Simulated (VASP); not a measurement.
Data:

```
AgCl
1.0
    0.00000     2.69467     2.69467
    2.69467     0.00000     2.69467
    2.69467     2.69467     0.00000
Ag Cl
1 1
Direct
  0.00000   0.00000   0.00000
  0.50000   0.50000   0.50000
```

Level of theory: PBEsol GGA, VASP's PBE PAW potentials (set 64) (plane waves; VASP). Numerical set-up: 520 eV cut-off, 8×8×8 Γ-centred mesh, Gaussian smearing of 0.050 eV, potentials Ag Cl.

Question: Give the stress tensor in GPa (positive for a compressed cell).

Answer: 
```
1.88  0.00  0.00
0.00  1.88  0.00
0.00  0.00  1.88
```
The pressure is its mean diagonal, 1.88 GPa.

The compound is AgCl in the rock salt structure. This cell is one point of a volume scan, at 0.97 of the reference volume.
